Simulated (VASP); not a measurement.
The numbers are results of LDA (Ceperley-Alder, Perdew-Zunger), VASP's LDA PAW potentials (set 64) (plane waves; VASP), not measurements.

VASP input:

File POSCAR:
```
NaCl
1
    0.0000000000     2.4088084743     2.4088084743
    2.4088084743     0.0000000000     2.4088084743
    2.4088084743     2.4088084743    -0.0000000000
Na Cl
1 1
Direct
  0.0000000000   0.0000000000   0.0000000000
  0.5000000000   0.5000000000   0.5000000000
```

INCAR:
```
! general
SYSTEM  = NaCl
PREC    = Accurate
ENCUT   = 500
LREAL   = .FALSE.   ! projection in real space or not
LASPH   = .TRUE.

! electronic loop
EDIFF   = 1E-6   ! SCF stop (eV)
NELM    = 100   ! most electronic steps
ALGO    = Normal   ! blocked Davidson

! smearing
ISMEAR  = 0
SIGMA   = 0.05   ! width (eV)

! ions
IBRION  = 2
NSW     = 40
ISIF    = 3
EDIFFG  = -0.02   ! ionic stop
PSTRESS = 300

! output
LWAVE   = .FALSE.
LCHARG  = .FALSE.
```

**KPOINTS**
```
Automatic mesh
0
Gamma
9 9 9
0 0 0
```

POTCAR, in this order: Na_pv Cl (LDA.64 set). Program: vasp_std.

Output of the run:

### OUTCAR
```
 ion  position               nearest neighbor table
   1  0.000  0.000  0.000-   2 2.41   2 2.41   2 2.41   2 2.41   2 2.41   2 2.41
   2  0.500  0.500  0.500-   1 2.41   1 2.41   1 2.41   1 2.41   1 2.41   1 2.41
  LATTYP: Found a face centered cubic cell.
 ALAT       =     4.8176169486
 Subroutine PRICEL returns:
 Original cell was already a primitive cell.
 Subroutine GETGRP returns: Found 48 space group operations
The static configuration has the point symmetry O_h .
The dynamic configuration has the point symmetry O_h .
 Subroutine INISYM returns: Found 48 space group operations
 Subroutine IBZKPT returns following result:
 Found     35 irreducible k-points:

 Following reciprocal coordinates:
            Coordinates               Weight
  0.000000  0.000000  0.000000      1.000000
  0.111111  0.000000  0.000000      8.000000
  0.222222  0.000000  0.000000      8.000000
  0.333333  0.000000  0.000000      8.000000
  0.444444  0.000000  0.000000      8.000000
  0.111111  0.111111  0.000000      6.000000
  0.222222  0.111111  0.000000     24.000000
  0.333333  0.111111  0.000000     24.000000
  0.444444  0.111111  0.000000     24.000000
 -0.444444  0.111111  0.000000     24.000000
 -0.333333  0.111111  0.000000     24.000000
 -0.222222  0.111111  0.000000     24.000000
 -0.111111  0.111111  0.000000     12.000000
  0.222222  0.222222  0.000000      6.000000
  0.333333  0.222222  0.000000     24.000000
  0.444444  0.222222  0.000000     24.000000
 -0.444444  0.222222  0.000000     24.000000
 -0.333333  0.222222  0.000000     24.000000
 -0.222222  0.222222  0.000000     12.000000
  0.333333  0.333333  0.000000      6.000000
  0.444444  0.333333  0.000000     24.000000
 -0.444444  0.333333  0.000000     24.000000
 -0.333333  0.333333  0.000000     12.000000
  0.444444  0.444444  0.000000      6.000000
...
```

### OSZICAR
```
       N       E                     dE             d eps       ncg     rms          rms(c)
DAV:   1     0.102770429145E+03    0.10277E+03   -0.74809E+03   770   0.139E+03
DAV:   2    -0.723308316977E+00   -0.10349E+03   -0.96991E+02   871   0.325E+02
DAV:   3    -0.667776176317E+01   -0.59545E+01   -0.59299E+01   905   0.772E+01
DAV:   4    -0.676686411075E+01   -0.89102E-01   -0.89008E-01   931   0.979E+00
DAV:   5    -0.676846605988E+01   -0.16019E-02   -0.16019E-02   940   0.130E+00    0.298E+00
DAV:   6    -0.658044670689E+01    0.18802E+00   -0.29477E-01   983   0.546E+00    0.225E+00
DAV:   7    -0.655071662437E+01    0.29730E-01   -0.81200E-02   884   0.271E+00    0.128E+00
DAV:   8    -0.654870189833E+01    0.20147E-02   -0.40151E-03   905   0.838E-01    0.131E-01
DAV:   9    -0.654866843804E+01    0.33460E-04   -0.13470E-04   955   0.231E-01    0.296E-02
DAV:  10    -0.654866868825E+01   -0.25021E-06   -0.18938E-05   958   0.103E-01    0.896E-03
DAV:  11    -0.654866888919E+01   -0.20094E-06   -0.40529E-06   846   0.346E-02
   1 F= -.13145030E+01 E0= -.13145030E+01  d E =-.131450E+01
```

File OUTCAR:
```
------------------------ aborting loop because EDIFF is reached ----------------------------------------
  FORCE on cell =-STRESS in cart. coord.  units (eV):
  Direction    XX          YY          ZZ          XY          YZ          ZX
  --------------------------------------------------------------------------------------
  Total        5.2084191      5.2084191      5.2084191      0.0000000     -0.0000000      0.0000000
  in kB      298.5243058    298.5243058    298.5243058      0.0000000     -0.0000000      0.0000000
  external PRESSURE =      -1.4756942 kB  Pullay stress =     300.0000000 kB
  volume of cell :       27.95
      direct lattice vectors                 reciprocal lattice vectors
     0.000000000  2.408808474  2.408808474    -0.207571505  0.207571505  0.207571505
     2.408808474  0.000000000  2.408808474     0.207571505 -0.207571505  0.207571505
     2.408808474  2.408808474  0.000000000     0.207571505  0.207571505 -0.207571505
  FREE ENERGIE OF THE ION-ELECTRON SYSTEM (eV)
  ---------------------------------------------------
  free  energy   TOTEN  =        -6.5486688892 eV

  energy  without entropy=       -6.5486688892  energy(sigma->0) =       -6.54866889
  enthalpy is  TOTEN    =        -1.3145030450 eV   P V=        5.2341658442

 reached required accuracy - stopping structural energy minimisation
```
(Selected blocks of OUTCAR.)

The compound is NaCl in the rock salt structure. It was relaxed first under an external pressure of 30 GPa.
